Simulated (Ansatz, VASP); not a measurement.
**NiHO2 (NiHO2 monolayer): VASP beside Ansatz**

Wanted: the spread between two codes on one cell, functional and k mesh. The cell is taken from a series of runs on this material, whose earlier steps may have relaxed, scaled, displaced or heated it; both programs get it as it stands.

Method: plane waves, with VASP 6.6.1 beside it; single point at PBEsol, DFT+U, in Ansatz 0.2.0.

## (1) The structure

The cell holds 12 atoms: 3 Ni, 6 O and 3 H. Its edges and angles: a = 5.159 Å, b = 8.936 Å, c = 17.990 Å, α = 90.0°, β = 90.0°, γ = 30.0°. It derives from NiHO2. One layer cut from the bulk crystal, unrelaxed. Vacuum lies along c.

## (2) Ansatz: single point, PBEsol, DFT+U, pair 1

Ansatz runs on its default PAW (the set named soft_2) files.

With cell and atoms fixed, the geometry can't cause a difference; cores, projectors, grids and the points listed under the comparison can.

The input, input.yaml:

```yaml
crystal:
  lattice:
    - [-5.0e-07, 5.159015761, 0.0]
    - [-4.467839457, 7.738523208, 0.0]
    - [0.0, 0.0, 17.990392]
  atoms:
    - { symbol: Ni, position: [0.666667, 0.666666333, 0.472014], spin: 2.0 }
    - { symbol: Ni, position: [0.666667, 0.999999667, 0.472014], spin: 2.0 }
    - { symbol: Ni, position: [0.666667, 0.333333, 0.472014], spin: -2.0 }
    - { symbol: O, position: [3.33e-07, 0.333333, 0.416889] }
    - { symbol: O, position: [3.33e-07, 0.666666334, 0.416889] }
    - { symbol: O, position: [3.33e-07, 0.999999667, 0.416889] }
    - { symbol: O, position: [0.333333667, 0.999999666, 0.528454] }
    - { symbol: O, position: [0.333333667, 0.333333, 0.528454] }
    - { symbol: O, position: [0.333333667, 0.666666333, 0.528454] }
    - { symbol: H, position: [0.333333667, 0.999999666, 0.583111] }
    - { symbol: H, position: [0.333333667, 0.333333, 0.583111] }
    - { symbol: H, position: [0.333333667, 0.666666333, 0.583111] }
magnetization:
  spin_polarized: true
kpoints:
  mp_grid: { grid: [15, 15, 1] }
hamiltonian:
  xc: pbesol
  hubbard:
    sites:
      - { species: Ni, l: d, u_eff: 7.2 }
      - { site: 0, l: d, u_eff: 7.2, starting_ns: [{ spin: up, occupation_matrix: ni1_major }, { spin: down, occupation_matrix: ni1_minor }] }
      - { site: 1, l: d, u_eff: 7.2, starting_ns: [{ spin: up, occupation_matrix: ni1_major }, { spin: down, occupation_matrix: ni1_minor }] }
      - { site: 2, l: d, u_eff: 7.2, starting_ns: [{ spin: up, occupation_matrix: ni1_minor }, { spin: down, occupation_matrix: ni1_major }] }
    projectors: ortho-atomic
    occupation_matrices:
      ni1_major:
        matrix:
          - [0.996, 0.0, 0.0, 0.0, 0.0]
          - [0.0, 0.963, 0.0, 0.0, 0.026]
          - [0.0, 0.0, 0.963, 0.026, 0.0]
          - [0.0, 0.0, 0.026, 0.972, 0.0]
          - [0.0, 0.026, 0.0, 0.0, 0.972]
      ni1_minor:
        matrix:
          - [0.997, 0.0, 0.0, 0.0, 0.0]
          - [0.0, 0.49, 0.0, 0.0, 0.383]
          - [0.0, 0.0, 0.49, 0.383, 0.0]
          - [0.0, 0.0, 0.383, 0.708, 0.0]
          - [0.0, 0.383, 0.0, 0.0, 0.708]
scf:
  occupations: { method: fermi_dirac, width: 0.05 }
output:
  eigenvalues: true
```

Started as:

```
$ ansatz run input.yaml --threads 4 --pin off --max-ram 8192MiB --backend cpu --events-out ev --progress --plain --runs-dir out
```

Numbers of over 12 decimals in the logs are rounded to 6 here.

Log:

```text
Engine: ansatz 0.2.0, aarch64-unknown-linux-gnu
Pseudopotentials: kind: paw
Pseudopotential: Ni, paw, valence charge 18, recommended cutoff 420 eV (normal), Ni.paw.azcp
Pseudopotential: O, paw, valence charge 6, recommended cutoff 420 eV (normal), O.paw.azcp
Pseudopotential: H, paw, valence charge 1, recommended cutoff 420 eV (normal), H.paw.azcp
Functional definition: PBEsol
  exchange = pbesol_x
  correlation = pbesol_c
Crystal: 12 atoms, lattice volume = 414.672 Å³
Basis set: ecut = 420 eV, 8143 PW (Γ)
Bands: 62, of which v1, the nominal top of the filled ones, is band 47 counted from 1 (46 counted from 0)
Symmetry: 6 space group operations
Space group: P31m (ITA 157), of the structure as read, at distance tolerance 7.5e-5 Å
Magnetic group: BNS 157.53 (UNI 1283), of the structure as read, at distance tolerance 7.5e-5 Å
k-points: 27 of 225 (time reversal used)
Non-local potential: Ni, projectors of the file, l = 0: 3, l = 1: 2, l = 2: 3, l = 3: 1
Non-local potential: O, projectors of the file, l = 0: 2, l = 1: 2, l = 2: 1
Non-local potential: H, projectors of the file, l = 0: 2, l = 1: 1
PAW form: soft (Blöchl's): semilocal exchange-correlation on the pseudo side does not see the compensation charge
PAW frozen core: Ni, regenerated for the run's functional, and the local potential with it (the file was generated under x = pbe(κ = 0.804, μ = 0.219515), c = pbe(β = 0.066725))
PAW frozen core: O, regenerated for the run's functional, and the local potential with it (the file was generated under x = pbe(κ = 0.804, μ = 0.219515), c = pbe(β = 0.066725))
PAW one-centre angular grid: Ni, 590 points (default); XC on 64 Gauss nodes
PAW one-centre angular grid: O, 110 points (default); XC on 64 Gauss nodes
PAW one-centre angular grid: H, 110 points (default); XC on 64 Gauss nodes
Initial density: superposition of atomic densities (neutral atoms: chi_scale 0, normalization atom)
Starting moments: Σ|m| = 6 μB on 3 of 12 sites
Initial wavefunctions: pseudopotential atomic-orbital guess
Functional: x = pbesol(κ = 0.804, μ = 0.123457), c = pbesol(β = 0.046)
SCF iter   1: F=—  HF=-20815.758296 eV  |F-HF|=—  |Δ(HF+E_count)|=         —  Δρ=4.51e-2 (↑3.94e-2 ↓4.51e-2)  dr2=2.20e1  dr2_m=1.47e0  M=1.368 μB ∫|m|=5.246 μB  β_m=0.30  ethr=3.10e-3  ⟨swp⟩=7.0  Hψ=14381  notcnv=0  defer=72
preconditioner: auto → none  [metal: Δε(μ)=0.002 eV  Ē_g=14.345 eV  σ=0.050 eV  W_gap=0.01  n_scr=66 (ndim 8)  ℏωp=15.1 eV  f_vac=0.697  D(μ)=14.26/eV (n_scr^D=98)  sad-step TF]
SCF iter   2: F=—  HF=-20813.057906 eV  |F-HF|=—  |Δ(HF+E_count)|=    2.70e0  Δρ=2.69e-2 (↑2.16e-2 ↓2.69e-2)  dr2=6.92e0  dr2_m=7.91e-1  M=0.977 μB ∫|m|=5.264 μB  β_m=0.30  ethr=3.10e-3  ⟨swp⟩=2.7  Hψ=6244  notcnv=0  defer=487
SCF iter   3: F=—  HF=-20811.532696 eV  |F-HF|=—  |Δ(HF+E_count)|=    1.53e0  Δρ=2.00e-2 (↑1.43e-2 ↓2.00e-2)  dr2=1.85e0  dr2_m=4.36e-1  M=1.749 μB ∫|m|=5.421 μB  β_m=0.30  ethr=3.10e-3  ⟨swp⟩=4.1  Hψ=6786  notcnv=0  defer=464
SCF iter   4: F=—  HF=-20811.459801 eV  |F-HF|=—  |Δ(HF+E_count)|=   7.29e-2  Δρ=1.55e-2 (↑1.55e-2 ↓1.35e-2)  dr2=9.94e-1  dr2_m=4.14e-1  M=0.419 μB ∫|m|=5.609 μB  β_m=0.30  ethr=1.99e-3  ⟨swp⟩=2.9  Hψ=5547  notcnv=0  defer=457
SCF iter   5: F=—  HF=-20811.450041 eV  |F-HF|=—  |Δ(HF+E_count)|=   9.76e-3  Δρ=8.75e-3 (↑6.79e-3 ↓8.75e-3)  dr2=2.78e-1  dr2_m=1.08e-1  M=1.202 μB ∫|m|=5.472 μB  β_m=1.00  ethr=1.07e-3  ⟨swp⟩=2.2  Hψ=4703  notcnv=0  defer=466
SCF iter   6: F=—  HF=-20811.452215 eV  |F-HF|=—  |Δ(HF+E_count)|=   2.17e-3  Δρ=2.03e-3 (↑2.03e-3 ↓1.74e-3)  dr2=2.36e-2  dr2_m=4.49e-3  M=1.126 μB ∫|m|=5.576 μB  β_m=1.00  ethr=2.99e-4  ⟨swp⟩=3.9  Hψ=6056  notcnv=0  defer=452
SCF iter   7: F=—  HF=-20811.479978 eV  |F-HF|=—  |Δ(HF+E_count)|=   2.78e-2  Δρ=2.40e-3 (↑2.36e-3 ↓2.40e-3)  dr2=1.84e-2  dr2_m=1.65e-2  M=0.863 μB ∫|m|=5.659 μB  β_m=0.30  ethr=2.54e-5  ⟨swp⟩=2.3  Hψ=4920  notcnv=0  defer=447
SCF iter   8: F=—  HF=-20811.499055 eV  |F-HF|=—  |Δ(HF+E_count)|=   1.91e-2  Δρ=3.20e-3 (↑2.67e-3 ↓3.20e-3)  dr2=1.58e-2  dr2_m=2.57e-2  M=0.719 μB ∫|m|=5.700 μB  β_m=0.30  ethr=1.98e-5  ⟨swp⟩=1.9  Hψ=3317  notcnv=0  defer=444
SCF iter   9: F=—  HF=-20811.512309 eV  |F-HF|=—  |Δ(HF+E_count)|=   1.33e-2  Δρ=4.00e-3 (↑3.38e-3 ↓4.00e-3)  dr2=2.67e-2  dr2_m=3.88e-2  M=0.551 μB ∫|m|=5.760 μB  β_m=0.30  ethr=1.70e-5  ⟨swp⟩=1.5  Hψ=3033  notcnv=0  defer=444
SCF iter  10: F=—  HF=-20811.533264 eV  |F-HF|=—  |Δ(HF+E_count)|=   2.10e-2  Δρ=7.07e-3 (↑5.87e-3 ↓7.07e-3)  dr2=1.11e-1  dr2_m=1.03e-1  M=0.171 μB ∫|m|=5.919 μB  β_m=0.30  ethr=1.70e-5  ⟨swp⟩=1.0  Hψ=2904  notcnv=0  defer=444
[...]
SCF iter  35: F=—  HF=-20811.623487 eV  |F-HF|=—  |Δ(HF+E_count)|=   3.40e-4  Δρ=5.20e-4 (↑4.01e-4 ↓5.20e-4)  dr2=4.61e-4  dr2_m=5.95e-4  M=-0.988 μB ∫|m|=6.922 μB  β_m=0.66  ethr=1.23e-7  ⟨swp⟩=3.0  Hψ=6939  notcnv=0  defer=431
SCF iter  36: F=—  HF=-20811.623624 eV  |F-HF|=—  |Δ(HF+E_count)|=   1.37e-4  Δρ=3.07e-4 (↑2.92e-4 ↓3.07e-4)  dr2=2.74e-4  dr2_m=2.45e-4  M=-0.989 μB ∫|m|=6.930 μB  β_m=0.55  ethr=1.23e-7  ⟨swp⟩=2.0  Hψ=4919  notcnv=0  defer=431
SCF iter  37: F=—  HF=-20811.623677 eV  |F-HF|=—  |Δ(HF+E_count)|=   5.34e-5  Δρ=1.52e-4 (↑1.21e-4 ↓1.52e-4)  dr2=3.54e-5  dr2_m=5.28e-5  M=-0.991 μB ∫|m|=6.940 μB  β_m=0.77  ethr=1.23e-7  ⟨swp⟩=3.5  Hψ=6279  notcnv=0  defer=431
SCF iter  38: F=—  HF=-20811.623493 eV  |F-HF|=—  |Δ(HF+E_count)|=   1.84e-4  Δρ=3.60e-5 (↑2.54e-5 ↓3.60e-5)  dr2=1.14e-6  dr2_m=2.90e-6  M=-0.991 μB ∫|m|=6.937 μB  β_m=0.89  ethr=3.80e-8  ⟨swp⟩=2.0  Hψ=4764  notcnv=0  defer=431
SCF iter  39: F=—  HF=-20811.623501 eV  |F-HF|=—  |Δ(HF+E_count)|=   8.52e-6  Δρ=1.47e-5 (↑1.44e-5 ↓1.47e-5)  dr2=1.06e-6  dr2_m=2.56e-7  M=-0.991 μB ∫|m|=6.937 μB  β_m=0.89  ethr=1.23e-9  ⟨swp⟩=2.9  Hψ=5951  notcnv=0  defer=431
SCF iter  40: F=—  HF=-20811.623505 eV  |F-HF|=—  |Δ(HF+E_count)|=   3.42e-6  Δρ=1.03e-5 (↑1.00e-5 ↓1.03e-5)  dr2=7.25e-7  dr2_m=9.63e-8  M=-0.991 μB ∫|m|=6.937 μB  β_m=0.82  ethr=1.14e-9  ⟨swp⟩=2.6  Hψ=5952  notcnv=0  defer=431
SCF iter  41: F=—  HF=-20811.623506 eV  |F-HF|=—  |Δ(HF+E_count)|=   7.67e-7  Δρ=5.34e-6 (↑5.34e-6 ↓5.26e-6)  dr2=2.09e-7  dr2_m=4.31e-8  M=-0.991 μB ∫|m|=6.937 μB  β_m=0.91  ethr=7.80e-10  ⟨swp⟩=2.1  Hψ=5121  notcnv=0  defer=431
SCF iter  42: F=—  HF=-20811.623507 eV  |F-HF|=—  |Δ(HF+E_count)|=   8.63e-7  Δρ=1.70e-5 (↑1.70e-5 ↓1.39e-5)  dr2=3.79e-6  dr2_m=5.65e-8  M=-0.991 μB ∫|m|=6.936 μB  β_m=0.61  ethr=2.25e-10  ⟨swp⟩=3.0  Hψ=6667  notcnv=0  defer=431  recentre
SCF iter  43: F=—  HF=-20811.623506 eV  |F-HF|=—  |Δ(HF+E_count)|=   5.01e-7  Δρ=4.72e-6 (↑4.72e-6 ↓3.70e-6)  dr2=2.09e-7  dr2_m=2.79e-8  M=-0.991 μB ∫|m|=6.936 μB  β_m=0.68  ethr=2.25e-10  ⟨swp⟩=3.0  Hψ=6018  notcnv=0  defer=431
SCF iter  44: F=-20811.623506 eV  HF=-20811.623506 eV  |F-HF|=4.08e-8  |Δ(HF+E_count)|=   1.69e-7  Δρ=3.20e-6 (↑2.13e-6 ↓3.20e-6)  dr2=6.98e-8  dr2_m=1.13e-8  M=-0.991 μB ∫|m|=6.936 μB  ethr=1.08e-10  ⟨swp⟩=15.9  Hψ=15880  notcnv=0
SCF 1 converged in 44 iterations: F = -20811.623506 eV  dr2 = 6.98e-8
  greatest PAW one-centre occupation: 1.002 electrons in one spin orbital (limit 2), on the Ni atom at site 2 (counted from 0), in its partial waves of l = 1
SCF converged after 44 iterations
Magnetization: -0.9908 μB (46.0046 up, 46.9954 down)
Absolute magnetization: 6.9343 μB (∫|ρ↑−ρ↓|, with the PAW one-centre terms)
Spin contamination: 2.6650 ħ² per cell (⟨S²⟩ above its minimum at these occupations)
Per-site moments (μB) at R_I (Å): [(1.393986, 0.818870), (1.393986, 0.818870), (-1.714275, 0.818870), (-0.602135, 0.818870), (-0.602135, 0.818870), (-0.602135, 0.818870), (-0.011665, 0.405612), (-0.011665, 0.405612), (-0.011665, 0.405612), (0.000124519, 0.405612), (0.000124519, 0.405612), (0.000124519, 0.405612)]
Free energy (F): -20811.623506 eV
Harris-Foulkes:  -20811.623506 eV  (|F-HF|=4.08e-8)
Internal energy: -20811.567959 eV  (E = F + TS)
E sigma→0 (E₀):  -20811.595732 eV
Entropy (-TS):   -0.055547 eV (-4.629 meV/atom)
Fermi energy:    -2.132952 eV
--- Per-component energies (eV) ---
  E_band       = -2423.242046
  E_kinetic    = 1904.071716
  E_local      = -86788.203729  (includes V_loc(G=0)·N_el)
  E_nonlocal   = 2210.793838
  E_hartree    = 41500.534695
  E_xc         = -704.373940
  E_vxc        = -906.441726  (∫ρ·V_xc dr)
  E_hubbard    = 4.978744  (on-site DFT+U / exact-exchange correction)
  E_vhub       = -79.281392  (the Hubbard potential's part of the band-sum identity)
  E_paw        = -5691.040663  (= ΣΔE_a)
  E_vpaw       = -1765.227026  (= ΣTr[D̂ρ^β])
  E_aug_tail   = 0.012728  (compensation charges beyond the density's cutoff)
  E_ewald      = 26750.855058
  E_core_change = 0.803594  (= ΣΔE_core)
  E_smearing   = -0.055547  (= −TS)
  E_closure    = -0.000000  (closes the sum)
  Σ components = -20811.623506   (vs F -20811.623506, Δ=0.00e0)
--- Specified on-site occupations, and those of the state reported ---
  electrons in the specified blocks: 24.7770 specified, 24.7886 found
  site 2 (l=d) ↓: largest change of an orbital's occupation 0.0548; electrons 4.8660 specified, 4.9850 found; spectral distance 0.0776
  site 2 (l=d) ↑: largest change of an orbital's occupation 0.0252; electrons 3.3930 specified, 3.2966 found; spectral distance 0.0441
  site 0 (l=d) ↓: largest change of an orbital's occupation 0.0179; electrons 3.3930 specified, 3.4179 found; spectral distance 0.0171
  site 1 (l=d) ↓: largest change of an orbital's occupation 0.0179; electrons 3.3930 specified, 3.4179 found; spectral distance 0.0171
  site 1 (l=d) ↑: largest change of an orbital's occupation 0.0163; electrons 4.8660 specified, 4.8356 found; spectral distance 0.0228
  site 0 (l=d) ↑: largest change of an orbital's occupation 0.0163; electrons 4.8660 specified, 4.8356 found; spectral distance 0.0228
--- Band table (eV; the first three rows and the last of 54) ---
  k-point 0 ↑: bands = [... 43 lower, -3.3333, -2.9790, -2.1686, -2.1686, -1.5689, -1.5689, -0.2233, 2.4192, ... 11 higher]
  k-point 1 ↑: bands = [... 43 lower, -3.3147, -2.9453, -2.1660, -2.1644, -1.6041, -1.5772, -0.1875, 2.4033, ... 11 higher]
  k-point 2 ↑: bands = [... 43 lower, -3.2565, -2.8764, -2.1611, -2.1486, -1.7010, -1.6025, -0.0832, 2.3790, ... 11 higher]
  k-point 26 ↓: bands = [... 43 lower, -3.9223, -3.5983, -2.4793, -2.4793, 0.6847, 0.9876, 0.9876, 1.2594, ... 11 higher]
Occupation matrices written to <dir>
```

The column dr2 measures how far the density is from self-consistency, as an energy; F and HF (Harris–Foulkes) agree once it is small.

(Continued in part 2 of 3.)

[Lines on the potential files, build, host, timing and source positions are cut from VASP's logs without a mark.]

[Logs are printed without paths, hosts, clocks, repeated set-up lines and the standing remarks that a program may print on its own settings, such as how far it seeks lower states.]

[Hosts, paths, dates, database ids (printed as entryN), source tags and the programs' standing remarks are cut or masked in the printed files.]
